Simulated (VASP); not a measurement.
A VASP calculation is set up with these files.

**POSCAR**
```
Ge
1.0
  0.0000000000   2.8324706227   2.8324706227
  2.8324706227   0.0000000000   2.8324706227
  2.8324706227   2.8324706227   0.0000000000
Ge
2
direct
  0.0000000000   0.0000000000   0.0000000000
  0.2500000000   0.2500000000   0.2500000000
```

### INCAR
```
# general
SYSTEM  = Ge
PREC    = Accurate
ENCUT   = 500   # plane-wave cut-off (eV)
LREAL   = .FALSE.
LASPH   = .TRUE.   # aspherical one-centre terms

# electronic loop
EDIFF   = 1E-6   # SCF stop (eV)
NELM    = 100   # most electronic steps
ALGO    = Normal
LMAXMIX = 4
LMIXTAU = .TRUE.

# smearing
ISMEAR  = 0   # Gaussian
SIGMA   = 0.05

# functional
METAGGA = R2SCAN

# ions
IBRION  = 2
NSW     = 40   # most ionic steps
ISIF    = 3   # ions, shape and volume
EDIFFG  = -0.02   # ionic stop

# output
LWAVE   = .FALSE.
LCHARG  = .FALSE.
```

File KPOINTS:
```
K-points
0
Gamma
 8 8 8
0 0 0
```

POTCAR, in this order: Ge_d (PBE.64 set). Program: vasp_std.

**Question.** Translate this r2SCAN calculation to Ansatz.

**Answer.** One equivalent input (not run):
Ansatz 0.2 input:
```yaml
crystal:
  lattice:
    - [0.0000000, 2.8324706, 2.8324706]
    - [2.8324706, 0.0000000, 2.8324706]
    - [2.8324706, 2.8324706, 0.0000000]
  atoms:
    - { symbol: Ge, position: [0.0000000, 0.0000000, 0.0000000] }
    - { symbol: Ge, position: [0.2500000, 0.2500000, 0.2500000] }
kpoints:
  mp_grid: { grid: [8, 8, 8] }
hamiltonian:
  xc: r2scan
  pseudopotentials: { kind: paw }
scf:
  occupations: { method: gaussian, width: 0.05 }
  max_iter: 100
relax:
  max_steps: 40
  f_tol: 0.02
  cell: {}
output: { forces: true, stress: true, eigenvalues: true }
```
Limits of the translation: each code has its own PAW files, so the cut-off isn't converted (ENCUT is set for VASP's; basis.ecutwfc is left out, and Ansatz then takes the one that its files recommend); Ansatz stops its SCF on the density residual and VASP on the energy change (EDIFF).

The compound is Ge in the diamond structure. This run relaxes it. Symmetry was kept, so distortions that lower it aren't found.
